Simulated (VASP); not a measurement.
Take CdO (rock salt), against free atoms with fixed spin and no zero-point term, in VASP with PAW potentials, and its cohesive energy.

### Question
One run gives 3.95 eV/atom. Which level is it?
(A) PBE
(B) PBEsol
(C) LDA

### Answer
C, LDA.  The others give 2.90 (PBE), 3.32 (PBEsol).

Only levels that ran to the end are used. Left out are those held back, those with too coarse a band path, GW runs whose mesh misses a band edge, hybrids' fits of cells that aren't cubic and levels without matching references; a question may draw on a part of the rest.
